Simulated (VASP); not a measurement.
Input:

```
ZnO
1.0
    3.16451     0.00000     0.00000
   -1.58225     2.74055     0.00000
    0.00000     0.00000     5.10456
Zn O
2 2
Cartesian
  1.58226   0.91351   2.55529
  0.00000   1.82703   0.00301
  1.58226   0.91351   4.49059
  0.00000   1.82703   1.93831
```

The numbers are results of PBE GGA, VASP's PBE PAW potentials (set 64) (plane waves; VASP), not measurements. Numerical set-up: 400 eV cut-off, 10×10×5 Γ-centred mesh, Gaussian smearing of 0.010 eV, potentials Zn O.

At this cut-off the stress carries a Pulay error, which pulls relaxed volumes low.

Q: Give the stress tensor in GPa (positive for a compressed cell).

A: 
```
14.25   0.00   0.00
 0.00  14.25   0.00
 0.00   0.00  14.21
```
The pressure is its mean diagonal, 14.24 GPa.

The structure comes from a computed database's ZnO entry; how it stands against other phases isn't given here. The cell was not relaxed at this level.
